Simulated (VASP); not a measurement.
# CoSi: cell size against the level of theory, part 2 of 4

Which functional gives the lattice of CoSi as experiment finds it, and is a dearer one worth its cost? The start is a cell from a database of measured crystal structures.

VASP 6.6.1, plane waves and PAW; the level of theory is named at each step.

So far. Step 2 (Relaxation with LDA): It ends with a largest force of 0.003 eV/Å and a pressure of 0.14 GPa. The volume lies -5.2 % from that of the database's start, which holds the thermal and zero-point expansion of its experiment. LDA is known to overbind. The conventional cell has a = 4.360 Å.

The database entry behind the starting cell differs from later determinations by our own check (0.1 to 0.3 % short, probably kX units), so it need not match the best structure at ambient conditions.

### 3. Relaxation with PBEsol

This step: PBEsol, spin-polarised from a ferromagnetic start; plane waves and PAW (Co, Si) (VASP 6.6.1).

PBEsol restores the gradient expansion of exchange and is tuned for the cells of solids.

File INCAR:

```
SYSTEM = CoSi
PREC = Accurate
ENCUT = 520
EDIFF = 1E-06
NELM = 100
ISMEAR = -1
SIGMA = 0.05
LREAL = .FALSE.
ALGO = Normal
GGA = PS
NBANDS = 43
ISPIN = 2
MAGMOM = 2 2 2 2 0 0 0 0
LASPH = .TRUE.
LMAXMIX = 4
LORBIT = 11
LWAVE = .FALSE.
LCHARG = .FALSE.
KPAR = 8
IBRION = 2
NSW = 60
ISIF = 3
EDIFFG = -0.01
```

File POSCAR:

```
CoSi
1.0
    4.4380000000      0.0000000000      0.0000000000
    0.0000000000      4.4380000000      0.0000000000
    0.0000000000      0.0000000000      4.4380000000
Co Si
4 4
Direct
    0.1400000000      0.1400000000      0.1400000000
    0.3600000000      0.8600000000      0.6400000000
    0.6400000000      0.3600000000      0.8600000000
    0.8600000000      0.6400000000      0.3600000000
    0.8430000000      0.8430000000      0.8430000000
    0.6570000000      0.1570000000      0.3430000000
    0.3430000000      0.6570000000      0.1570000000
    0.1570000000      0.3430000000      0.6570000000
```

File KPOINTS:

```
Automatic mesh
0
Gamma
6 6 6
0 0 0
```

PAW data sets: Co and Si (PBE family, release 64).

Command:

```console
mpirun -np 8 vasp_std
```

The log of the run:

```text
[banner, memory and clock lines left out]
running    8 mpi-ranks, on    1 nodes
 distrk:  each k-point on    1 cores,    8 groups
 distr:  one band on    1 cores,    1 groups

 POSCAR found type information on POSCAR CoSi
 POSCAR found :  2 types and       8 ions
 [... a notice as in an earlier step ...]

 [... a notice as in an earlier step ...]

 LDA part: xc-table for (Slater+PW92), standard interpolation
 POSCAR, INCAR and KPOINTS ok, starting setup
 FFT: planning ... GRIDC
 FFT: planning ... GRID_SOFT
 FFT: planning ... GRID
 WAVECAR not read
 entering main loop
       N       E                     dE             d eps       ncg     rms          rms(c)
DAV:   1     0.349062178002E+03    0.34906E+03   -0.21056E+04  4128   0.137E+03
DAV:   2    -0.340512704273E+02   -0.38311E+03   -0.35595E+03  4128   0.318E+02
DAV:   3    -0.640251086180E+02   -0.29974E+02   -0.27885E+02  4657   0.104E+02
DAV:   4    -0.649909970586E+02   -0.96589E+00   -0.95746E+00  5079   0.175E+01
DAV:   5    -0.650239129208E+02   -0.32916E-01   -0.32895E-01  5255   0.300E+00    0.314E+01
DAV:   6    -0.735390151810E+02   -0.85151E+01   -0.73055E+01  5016   0.121E+02    0.311E+01
DAV:   7    -0.596397143913E+02    0.13899E+02   -0.39466E+01  4787   0.893E+01    0.740E+00
DAV:   8    -0.598186844699E+02   -0.17897E+00   -0.29479E+00  4836   0.814E+00    0.297E+00
DAV:   9    -0.597434372547E+02    0.75247E-01   -0.18007E-01  5394   0.481E+00    0.141E+00
DAV:  10    -0.597423067292E+02    0.11305E-02   -0.14541E-02  5419   0.794E-01    0.575E-01
DAV:  11    -0.597387037758E+02    0.36030E-02   -0.21425E-03  5515   0.334E-01    0.251E-01
DAV:  12    -0.597388145926E+02   -0.11082E-03   -0.61814E-04  5098   0.231E-01    0.134E-01
DAV:  13    -0.597388079277E+02    0.66649E-05   -0.53893E-05  6412   0.558E-02    0.560E-02
DAV:  14    -0.597388103243E+02   -0.23966E-05   -0.15890E-05  4898   0.376E-02    0.196E-02
DAV:  15    -0.597388098342E+02    0.49011E-06   -0.87631E-07  2418   0.749E-03
   1 F= -.59738810E+02 E0= -.59731554E+02  d E =-.597388E+02  mag=    -0.0005
 curvature:   0.00 expect dE= 0.000E+00 dE for cont linesearch  0.000E+00
 trial: gam= 0.00000 g(F)=  0.121E-01 g(S)=  0.260E+00 ort = 0.000E+00 (trialstep = 0.100E+01)
 search vector abs. value=  0.273E+00
 bond charge predicted
       N       E                     dE             d eps       ncg     rms          rms(c)
DAV:   1    -0.625609597233E+02   -0.28221E+01   -0.30431E+01  4679   0.607E+01    0.159E+01
DAV:   2    -0.642213325039E+02   -0.16604E+01   -0.23469E+01  4884   0.736E+01    0.150E+01
DAV:   3    -0.598103694200E+02    0.44110E+01   -0.10994E+01  4726   0.508E+01    0.301E+00
DAV:   4    -0.597530399511E+02    0.57329E-01   -0.64539E-01  4741   0.407E+00    0.157E+00
DAV:   5    -0.597208778886E+02    0.32162E-01   -0.31412E-02  6362   0.229E+00    0.545E-01
DAV:   6    -0.597179437853E+02    0.29341E-02   -0.63546E-03  4416   0.491E-01    0.976E-02
DAV:   7    -0.597179270603E+02    0.16725E-04   -0.39291E-04  4900   0.121E-01    0.645E-02
DAV:   8    -0.597179114120E+02    0.15648E-04   -0.68602E-05  4607   0.333E-02    0.276E-02
DAV:   9    -0.597179095462E+02    0.18658E-05   -0.21579E-05  5726   0.568E-02    0.161E-02
DAV:  10    -0.597179083971E+02    0.11491E-05   -0.15066E-06  2719   0.132E-02    0.829E-03
DAV:  11    -0.597179082169E+02    0.18021E-06   -0.13907E-06  2966   0.872E-03
   2 F= -.59717908E+02 E0= -.59711685E+02  d E =0.209016E-01  mag=     0.0000
[...]
3 F= -.59805264E+02 E0= -.59798512E+02  d E =-.664546E-01  mag=     0.0000
[...]
4 F= -.59820144E+02 E0= -.59813497E+02  d E =-.148797E-01  mag=     0.0000
[...]
5 F= -.59829608E+02 E0= -.59823147E+02  d E =-.243431E-01  mag=     0.0000
[...]
6 F= -.59829623E+02 E0= -.59823154E+02  d E =-.243583E-01  mag=     0.0000
[...]
7 F= -.59829792E+02 E0= -.59823308E+02  d E =-.168918E-03  mag=    -0.0000
[...]
8 F= -.59829886E+02 E0= -.59823407E+02  d E =-.262884E-03  mag=     0.0000
 curvature:  -0.37 expect dE=-0.787E-04 dE for cont linesearch -0.451E-06
 trial: gam= 0.25838 g(F)=  0.900E-04 g(S)=  0.123E-03 ort = 0.295E-04 (trialstep = 0.110E+01)
 search vector abs. value=  0.276E-03
 bond charge predicted
       N       E                     dE             d eps       ncg     rms          rms(c)
DAV:   1    -0.598306500829E+02   -0.76437E-03   -0.91469E-03  5251   0.970E-01    0.238E-01
DAV:   2    -0.598312512513E+02   -0.60117E-03   -0.66964E-03  4863   0.122E+00    0.259E-01
DAV:   3    -0.598300045511E+02    0.12467E-02   -0.24880E-03  4800   0.786E-01    0.436E-02
DAV:   4    -0.598299882510E+02    0.16300E-04   -0.12010E-04  4510   0.599E-02    0.138E-02
DAV:   5    -0.598299853914E+02    0.28596E-05   -0.50741E-06  5458   0.247E-02    0.536E-03
DAV:   6    -0.598299852032E+02    0.18821E-06   -0.77832E-07  2400   0.678E-03
   9 F= -.59829985E+02 E0= -.59823534E+02  d E =-.995593E-04  mag=    -0.0000
 trial-energy change:   -0.000100  1 .order   -0.000078   -0.000243    0.000087
 step:   0.8777(harm=  0.8073)  dis= 0.00084  next Energy=   -59.829994 (dE=-0.108E-03)
 reached required accuracy - stopping structural energy minimisation
```

Elapsed: 2.6 min, on 8 MPI ranks of Intel Xeon Platinum 8488C (Sapphire Rapids), shared host; peak memory 3 GiB.

OUTCAR, selected parts (step 3):

```text
 Found     24 irreducible k-points:

   NELECT =      52.0000    total number of electrons

 E-fermi :  12.4973

 spin component 1
 k-point     1 :       0.0000    0.0000    0.0000
  band No.  band energies     occupation
    ...
     23      11.6553      1.00000
     24      11.6553      1.00000
     25      12.4603      0.67699
     26      12.4603      0.67699
     27      12.4603      0.67699
     28      15.1172      0.00000
     29      15.1172      0.00000
     30      15.1172      0.00000
     31      15.4748      0.00000
     32      15.4748      0.00000
    ...

 k-point     2 :       0.1667    0.0000    0.0000
  band No.  band energies     occupation
    ...
     22      11.6026      1.00000
     23      11.6650      1.00000
     24      11.7370      1.00000
     25      12.2184      0.99624
     26      12.3738      0.92201
     27      12.9213      0.00021
     28      14.4676      0.00000
     29      14.5653      0.00000
     30      14.8106      0.00000
     31      15.0293      0.00000
    ...

 k-point     3 :       0.3333    0.0000    0.0000
  band No.  band energies     occupation
    ...
     22      11.4845      1.00000
     23      11.7098      1.00000
     24      11.7769      1.00000
     25      12.0697      0.99981
     26      12.1476      0.99908
     27      13.3608      0.00000
     28      13.9313      0.00000
     29      14.1272      0.00000
     30      14.2718      0.00000
     31      15.5146      0.00000
    ...

 k-point     4 :       0.5000    0.0000    0.0000
  band No.  band energies     occupation
    ...
     22      11.3805      1.00000
     23      11.7929      1.00000
     24      11.7929      1.00000
     25      11.9582      0.99998
     26      11.9582      0.99998
     27      13.5092      0.00000
     28      13.5092      0.00000
     29      14.0655      0.00000
     30      14.0655      0.00000
     31      16.8587      0.00000
    ...

  Total        0.0595464      0.0595464      0.0595464      0.0000000      0.0000000      0.0000000
  in kB        1.1303991      1.1303991      1.1303991      0.0000000      0.0000000      0.0000000
  external PRESSURE =       1.1303991 kB  Pullay stress =       0.0000000 kB

  energy-cutoff  :      520.00
  volume of cell :       84.40
      direct lattice vectors                 reciprocal lattice vectors
     4.386432087  0.000000000 -0.000000000     0.227975717 -0.000000000  0.000000000
     0.000000000  4.386432087  0.000000000    -0.000000000  0.227975717 -0.000000000
     0.000000000  0.000000000  4.386432087     0.000000000 -0.000000000  0.227975717

 POSITION                                       TOTAL-FORCE (eV/Angst)
 -----------------------------------------------------------------------------------
      0.63917      0.63917      0.63917         0.001057      0.001057      0.001057
      1.55405      3.74727      2.83238        -0.001057     -0.001057      0.001057
      2.83238      1.55405      3.74727         0.001057     -0.001057     -0.001057
      3.74727      2.83238      1.55405        -0.001057      0.001057     -0.001057
      3.69933      3.69933      3.69933        -0.001967     -0.001967     -0.001967
      2.88032      0.68710      1.50611         0.001967      0.001967     -0.001967
      1.50611      2.88032      0.68710        -0.001967      0.001967      0.001967
      0.68710      1.50611      2.88032         0.001967     -0.001967      0.001967
 -----------------------------------------------------------------------------------
    total drift:                                0.000000      0.000000      0.000000

  FREE ENERGIE OF THE ION-ELECTRON SYSTEM (eV)
  ---------------------------------------------------
  free  energy   TOTEN  =       -59.8299852032 eV

  energy  without entropy=      -59.8170819617  energy(sigma->0) =      -59.82353358

 total charge
# of ion       s       p       d       tot
------------------------------------------
    1        0.452   0.652   7.598   8.703
    2        0.452   0.652   7.598   8.703
    3        0.452   0.652   7.598   8.703
    4        0.452   0.652   7.598   8.703
    5        0.725   0.903   0.000   1.627
    6        0.725   0.903   0.000   1.627
    7        0.725   0.903   0.000   1.627
    8        0.725   0.903   0.000   1.627
--------------------------------------------------
tot          4.706   6.220  30.393  41.319

 magnetization (x)
# of ion       s       p       d       tot
------------------------------------------
    1        0.000  -0.000  -0.000   0.000
    2        0.000  -0.000  -0.000   0.000
    3        0.000  -0.000  -0.000   0.000
    4        0.000  -0.000  -0.000   0.000
    5        0.000   0.000   0.000   0.000
    6        0.000   0.000   0.000   0.000
    7        0.000   0.000   0.000   0.000
    8        0.000   0.000   0.000   0.000
--------------------------------------------------
tot          0.000   0.000  -0.000   0.000

[... 9 parts as in an earlier step ...]

[... 4 further parts left out ...]
```

The PAW data sets were made with PBE, which is usual practice but a small mismatch for other functionals.

Relaxation path:

```tsv
step	energy less that of the first step (eV)	largest force (eV/Å)	pressure (GPa)	volume (Å³)
1	0.0000	0.2419	-6.96	87.41
2	0.0209	0.3998	10.04	81.55
3	-0.0665	0.3196	0.31	84.60
4	-0.0813	0.2014	0.23	84.51
5	-0.0908	0.0496	0.23	84.35
6	-0.0908	0.0491	0.22	84.36
7	-0.0910	0.0051	-0.44	84.57
8	-0.0911	0.0215	-0.16	84.49
9	-0.0912	0.0034	0.11	84.40
```

```tsv
conventional cell, symmetrised	before	after	change
a (Å)	4.438	4.386	-1.2 %
b (Å)	4.438	4.386	-1.2 %
c (Å)	4.438	4.386	-1.2 %
volume (Å³/atom)	10.93	10.55	-3.4 %
```

The atoms that moved most (Å, as changes of fractional coordinates times the final cell):

```tsv
atom	dx	dy	dz	length
Co1	0.025	0.025	0.025	0.043
Co2	-0.025	-0.025	0.025	0.043
Co3	0.025	-0.025	-0.025	0.043
Co4	-0.025	0.025	-0.025	0.043
```

The relaxed structure:

```xyz
8
Lattice="4.3864 0.0000 0.0000 0.0000 4.3864 0.0000 0.0000 0.0000 4.3864" Properties=species:S:1:pos:R:3 pbc="T T T"
Co    0.6392    0.6392    0.6392
Co    1.5540    3.7473    2.8324
Co    2.8324    1.5540    3.7473
Co    3.7473    2.8324    1.5540
Si    3.6993    3.6993    3.6993
Si    2.8803    0.6871    1.5061
Si    1.5061    2.8803    0.6871
Si    0.6871    1.5061    2.8803
```

Numbers from this step:

| Property | Result |
| --- | --- |
| free energy (TOTEN) | -59.8300 eV |
| energy at zero smearing | -59.8235 eV |
| Fermi energy | 12.50 eV |
| pressure | 0.1130 GPa |
| SCF cycles over all ionic steps | 72 |

It ends at 10.55 Å³/atom, -3.4 % from the start, with 0.11 GPa left. The conventional cell has a = 4.386 Å.

### 4. Relaxation with PBE

This step: PBE, spin-polarised from a ferromagnetic start; plane waves and PAW (Co, Si) (VASP 6.6.1).

PBE, the usual starting point, adds the gradient of the density.

Edit INCAR of step 3 so:

```diff
@@ -9,3 +9,3 @@
 ALGO = Normal
-GGA = PS
+GGA = PE
 NBANDS = 43
```

POSCAR is that of step 3.

KPOINTS is that of step 3.

Command:

```console
mpirun -np 8 vasp_std
```

The log of the run:

```text
[banner, memory and clock lines left out]
running    8 mpi-ranks, on    1 nodes
[...]
[... a notice as in an earlier step ...]

 LDA part: xc-table for (Slater+PW92), standard interpolation
 POSCAR, INCAR and KPOINTS ok, starting setup
[...]
entering main loop
       N       E                     dE             d eps       ncg     rms          rms(c)
DAV:   1     0.353329640684E+03    0.35333E+03   -0.21092E+04  4128   0.137E+03
DAV:   2    -0.285216729893E+02   -0.38185E+03   -0.35481E+03  4128   0.318E+02
DAV:   3    -0.583136507821E+02   -0.29792E+02   -0.27726E+02  4668   0.104E+02
DAV:   4    -0.592698394309E+02   -0.95619E+00   -0.94811E+00  5047   0.174E+01
[...]
DAV:  13    -0.547323686815E+02   -0.74027E-05   -0.57305E-05  6468   0.680E-02    0.513E-02
DAV:  14    -0.547323719842E+02   -0.33027E-05   -0.18388E-05  4941   0.421E-02    0.175E-02
DAV:  15    -0.547323711138E+02    0.87043E-06   -0.85267E-07  2409   0.857E-03
   1 F= -.54732371E+02 E0= -.54725083E+02  d E =-.547324E+02  mag=    -0.0007
[... from here on, the cycles between the ionic steps are left out ...]
   2 F= -.54744558E+02 E0= -.54737380E+02  d E =-.121864E-01  mag=     0.0000
   3 F= -.54752157E+02 E0= -.54745178E+02  d E =-.197860E-01  mag=     0.0000
   4 F= -.54751043E+02 E0= -.54744008E+02  d E =0.111402E-02  mag=    -0.0000
   5 F= -.54753713E+02 E0= -.54746710E+02  d E =-.155599E-02  mag=     0.0000
   6 F= -.54754229E+02 E0= -.54747264E+02  d E =-.515639E-03  mag=    -0.0000
 trial-energy change:   -0.000516  1 .order   -0.000490   -0.000876   -0.000103
 step:   1.3203(harm=  1.3493)  dis= 0.00230  next Energy=   -54.754234 (dE=-0.521E-03)
 reached required accuracy - stopping structural energy minimisation
```

The job ended after 1.9 min (8 MPI ranks; peak memory 3 GiB; 13 min of CPU time).

OUTCAR, selected parts (step 4):

```text
  Total        0.0345960      0.0345960      0.0345960      0.0000000      0.0000000      0.0000000
  in kB        0.6376203      0.6376203      0.6376203      0.0000000      0.0000000      0.0000000
  external PRESSURE =       0.6376203 kB  Pullay stress =       0.0000000 kB

 POSITION                                       TOTAL-FORCE (eV/Angst)
 -----------------------------------------------------------------------------------
      0.64296      0.64296      0.64296        -0.003001     -0.003001     -0.003001
      1.57198      3.78692      2.85790         0.003001      0.003001     -0.003001
      2.85790      1.57198      3.78692        -0.003001      0.003001      0.003001
      3.78692      2.85790      1.57198         0.003001     -0.003001      0.003001
      3.73492      3.73492      3.73492         0.005481      0.005481      0.005481
      2.90989      0.69496      1.51998        -0.005481     -0.005481      0.005481
      1.51998      2.90989      0.69496         0.005481     -0.005481     -0.005481
      0.69496      1.51998      2.90989        -0.005481      0.005481     -0.005481
 -----------------------------------------------------------------------------------
    total drift:                               -0.000000      0.000000      0.000000

  FREE ENERGIE OF THE ION-ELECTRON SYSTEM (eV)
  ---------------------------------------------------
  free  energy   TOTEN  =       -54.7542286978 eV

  energy  without entropy=      -54.7403002538  energy(sigma->0) =      -54.74726448

 magnetization (x)
# of ion       s       p       d       tot
------------------------------------------
    1       -0.000  -0.000  -0.000  -0.000
    2       -0.000  -0.000  -0.000  -0.000
    3       -0.000  -0.000  -0.000  -0.000
    4       -0.000  -0.000  -0.000  -0.000
    5        0.000   0.000   0.000   0.000
    6        0.000   0.000   0.000   0.000
    7        0.000   0.000   0.000   0.000
    8        0.000   0.000   0.000   0.000
--------------------------------------------------
tot          0.000   0.000  -0.000  -0.000

[... 2 parts as in an earlier step ...]

[... 2 further parts left out ...]
[key lines of the parts left out:]
E-fermi :  12.1504
```

Relaxation path:

```tsv
step	energy less that of the first step (eV)	largest force (eV/Å)	pressure (GPa)	volume (Å³)
1	0.0000	0.2703	-0.33	87.41
2	-0.0122	0.1840	0.04	87.13
3	-0.0198	0.0880	0.87	86.65
4	-0.0187	0.0569	-1.49	87.48
5	-0.0213	0.0568	-0.13	87.01
6	-0.0219	0.0095	0.06	86.93
```

```tsv
conventional cell, symmetrised	before	after	change
a (Å)	4.438	4.430	-0.2 %
b (Å)	4.438	4.430	-0.2 %
c (Å)	4.438	4.430	-0.2 %
volume (Å³/atom)	10.93	10.87	-0.5 %
```

The atoms that moved most (Å, as changes of fractional coordinates times the final cell):

```tsv
atom	dx	dy	dz	length
Co1	0.023	0.023	0.023	0.039
Co2	-0.023	-0.023	0.023	0.039
Co3	0.023	-0.023	-0.023	0.039
Co4	-0.023	0.023	-0.023	0.039
```

Final coordinates:

```xyz
8
Lattice="4.4299 0.0000 0.0000 0.0000 4.4299 0.0000 0.0000 0.0000 4.4299" Properties=species:S:1:pos:R:3 pbc="T T T"
Co    0.6430    0.6430    0.6430
Co    1.5720    3.7869    2.8579
Co    2.8579    1.5720    3.7869
Co    3.7869    2.8579    1.5720
Si    3.7349    3.7349    3.7349
Si    2.9099    0.6950    1.5200
Si    1.5200    2.9099    0.6950
Si    0.6950    1.5200    2.9099
```

It ends at 10.87 Å³/atom, -0.5 % from the start, with 0.06 GPa left. The conventional cell has a = 4.430 Å.

[end of part 2 of 4]

[Lines on the potential files, build, host, timing and source positions are cut from VASP's logs without a mark.]

[Logs are printed without paths, hosts, clocks, repeated set-up lines and the standing remarks that a program may print on its own settings, such as how far it seeks lower states.]

[Hosts, paths, dates, database ids (printed as entryN), source tags and the programs' standing remarks are cut or masked in the printed files.]

[A measured line is paired with the nearest computed mode of its activity, which favours agreement.]
